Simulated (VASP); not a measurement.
Here is the system:

```yaml
crystal:
  lattice:
    - [2.80841, 0.00000, 0.00000]
    - [0.00000, 2.80841, 0.00000]
    - [0.00000, 0.00000, 2.80841]
  atoms:
    - { symbol: Al, position: [0.50000, 0.50000, 0.50000] }
    - { symbol: Co, position: [0.00000, 0.00000, 0.00000] }
```

Computed with revPBE GGA, VASP's PBE PAW potentials (set 64) (plane waves; VASP). Numerical set-up: 520 eV cut-off, 13×13×13 Γ-centred mesh, first-order Methfessel-Paxton smearing of 0.10 eV, potentials Al Co.

Problem. Predict the energy per atom (σ→0), pressure, band gap (on the k-mesh) with the smallest direct gap where there is one.

Solution. 
```yaml
band gap (on the k-mesh): none (metal, semimetal or under 0.01 eV)
energy per atom (σ→0): -5.646 eV/atom
pressure: 12.14 GPa
```

The compound is CoAl in the CsCl type structure. This cell is one point of a volume scan, at 0.94 of the reference volume. The run is not spin-polarised, so no magnetic state was tried.
